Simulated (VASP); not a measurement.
Input:

```
HfO2
1.0
    0.00000     2.51059     2.51059
    2.51059     0.00000     2.51059
    2.51059     2.51059     0.00000
Hf O
1 2
Cartesian
  0.00000   0.00000   0.00000
  1.25530   1.25530   1.25530
  3.76589   3.76589   3.76589
```

Computed with PBE GGA, VASP's PBE PAW potentials (set 64) (plane waves; VASP 6.6.1). Settings: 520 eV cut-off, 9×9×9 Γ-centred mesh, Gaussian smearing of 0.050 eV, potentials Hf_pv O.

Q: Give the stress tensor in GPa (positive for a compressed cell).

A: 
```
8.20  0.00  0.00
0.00  8.20  0.00
0.00  0.00  8.20
```
The pressure is its mean diagonal, 8.20 GPa.

The compound is HfO2 in the fluorite structure, the high-temperature cubic form, which is unstable at 0 K; the monoclinic form is the stable one. This cell is one point of a volume scan, at 0.97 of the reference volume.
